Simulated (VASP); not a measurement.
**HPtBr3: relaxation of cell and atoms with PBE**

Crystal: HPtBr3.

```
H Pt Br
1.0
     5.11929    0.00000    0.00000
     0.00000    5.11929    0.00000
     0.00000    0.00000    5.11929
H Pt Br
1 1 3
Direct
  0.00000 0.00000 0.00000
  0.50000 0.50000 0.50000
  0.00000 0.50000 0.50000
  0.50000 0.50000 0.00000
  0.50000 0.00000 0.50000
```

The cell was built by a generator and needn't be a form met in nature.

The cell isn't the ideal one: species swapped into the ZnNi3C type (Pm-3m, No. 221).

```
Program                : VASP 6.6.1
Task                   : relaxation of cell and atoms
Functional             : PBE
Potentials or basis    : VASP PAW PBE potentials, release 64 (H, Pt, Br)
Cutoff                 : 600 eV
k mesh                 : 8 × 8 × 8
Occupations            : gaussian, width 0.1 eV
Spin                   : no spin polarisation
Dipole correction      : no
Further INCAR settings : ALGO = Fast; EDIFF = 1e-07; IBRION = 2; EDIFFG = -0.01; NSW = 100; ISIF = 3
```

```
Relaxed volume                         : 27.01 Å³/atom
Relaxed cell                           : a = 5.130 Å, b = 5.130 Å, c = 5.130 Å, α = 90.00°, β = 90.00°, γ = 90.00°
Space group after relaxing (to 0.05 Å) : Pm-3m (No. 221)
Energy gained by relaxing              : 0.1 meV/atom
Ionic steps                            : 2
Pressure after relaxing                : 0.0 GPa
Band gap on the k mesh                 : none (metal or under the smearing width)
```

The path:
```tsv
step	energy change (eV)	largest force (eV/Å)	pressure (GPa)	volume (Å³)
1	0.0000	0.0000	0.27	134.16
2	-0.0007	0.0000	-0.02	135.04
```

Final structure:
```
H Pt Br
1.0
     5.13047    0.00000    0.00000
     0.00000    5.13047    0.00000
     0.00000    0.00000    5.13047
H Pt Br
1 1 3
Direct
  0.00000 0.00000 0.00000
  0.50000 0.50000 0.50000
  0.00000 0.50000 0.50000
  0.50000 0.50000 0.00000
  0.50000 0.00000 0.50000
```

Levels at points of the mesh, in eV from the Fermi level:
```csv
k point,band 14,band 15,band 16,band 17,band 18,band 19
"(0.00, 0.00, 0.00)",-1.08,-0.87,-0.87,-0.87,-0.48,1.31
"(0.50, 0.00, 0.00)",-0.94,-0.49,-0.19,-0.19,0.14,5.85
"(0.50, 0.50, 0.00)",-0.18,-0.18,-0.18,0.34,3.23,7.59
"(0.50, 0.50, 0.50)",-0.17,-0.17,-0.17,3.24,3.24,6.49
```

Wall time 2.8 min on 1 thread of Intel(R) Xeon(R) Platinum 8488C (Sapphire Rapids) (shared host), peak memory 0.33 GiB.

Spin-orbit coupling is left out, which matters for the levels of Pt.
